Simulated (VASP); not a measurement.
Input:

```xyz
3
Lattice="0.0000 2.6960 2.6960 2.6960 0.0000 2.6960 2.6960 2.6960 0.0000" Properties=species:S:1:pos:R:3 pbc="T T T"
Si     1.3480     1.3480     1.3480
Si     4.0440     4.0440     4.0440
Ni     0.0000     0.0000     0.0000
```

Calculation: PBEsol GGA, VASP's PBE PAW potentials (set 64) (plane waves; VASP). Run with 500 eV cut-off, 10×10×10 Γ-centred mesh, first-order Methfessel-Paxton smearing of 0.10 eV, potentials Si Ni.

Energy and stress use the plane-wave basis of the starting cell.

The ions, cell shape and volume at an external pressure of 5.0 GPa are relaxed. Which structure does the run end with?

```xyz
3
Lattice="0.0000 2.6708 2.6708 2.6708 0.0000 2.6708 2.6708 2.6708 0.0000" Properties=species:S:1:pos:R:3 pbc="T T T"
Si     1.3354     1.3354     1.3354
Si     4.0061     4.0061     4.0061
Ni     0.0000     0.0000     0.0000
```
Space group Fm-3m (225), at a tolerance of 0.03 Å.

How do energy and volume change from the first to the last step?

The energy (σ→0) changes by +5.5 meV/atom and the volume by -2.8 %, in 3 ionic steps.

The compound is NiSi2 in the fluorite structure. This run relaxes it under an external pressure of 5 GPa. Symmetry was kept, so distortions that lower it aren't found. The run is not spin-polarised, so no magnetic state was tried.
